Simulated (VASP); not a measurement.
An input for Ansatz (written as the equivalent of a VASP run, and not itself run):

Ansatz 0.2 input:
```yaml
crystal:
  lattice:
    - [0.0000000, 2.9004494, 2.9004494]
    - [2.9004494, 0.0000000, 2.9004494]
    - [2.9004494, 2.9004494, 0.0000000]
  atoms:
    - { symbol: Ca, position: [0.0000000, 0.0000000, 0.0000000] }
    - { symbol: Se, position: [0.5000000, 0.5000000, 0.5000000] }
kpoints:
  mp_grid: { grid: [7, 7, 7] }
hamiltonian:
  xc: lda
  pseudopotentials: { kind: paw }
scf:
  occupations: { method: gaussian, width: 0.05 }
  max_iter: 100
relax:
  max_steps: 60
  f_tol: 0.01
  cell: {}
output: { forces: true, stress: true, eigenvalues: true }
```

### Question
Translate this input to VASP (INCAR, KPOINTS, POSCAR, choice of POTCAR).

### Answer
One answer among several that fit: 
### KPOINTS
```
Automatic mesh
0
Gamma
7 7 7
0 0 0
```

POSCAR:
```
CaSe
1
    0.0000000000     2.9004493926     2.9004493926
    2.9004493926     0.0000000000     2.9004493926
    2.9004493926     2.9004493926     0.0000000000
Ca Se
1 1
Direct
  0.0000000000   0.0000000000   0.0000000000
  0.5000000000   0.5000000000   0.5000000000
```

### INCAR
```
SYSTEM = CaSe
PREC = Accurate; ENCUT = 520; LREAL = .FALSE.
LASPH = .TRUE.
EDIFF = 1E-6; NELM = 100; ALGO = Normal
LMAXMIX = 4
ISMEAR = 0; SIGMA = 0.05
IBRION = 2; NSW = 60; ISIF = 3
EDIFFG = -0.01
LWAVE = .FALSE.; LCHARG = .FALSE.
```

POTCAR, in this order: Ca_sv Se (LDA.64 set). Program: vasp_std.

Limits of the translation: each code has its own PAW files, so the cut-off isn't converted (ENCUT is set for VASP's; basis.ecutwfc is left out, and Ansatz then takes the one that its files recommend); Ansatz stops its SCF on the density residual and VASP on the energy change (EDIFF); Ansatz's lda is the Perdew-Wang form, while the LDA potentials of VASP carry Perdew-Zunger's.

The compound is CaSe in the rock salt structure. It was relaxed first, which changed the volume by -6 %. The start is the result of an earlier pass.
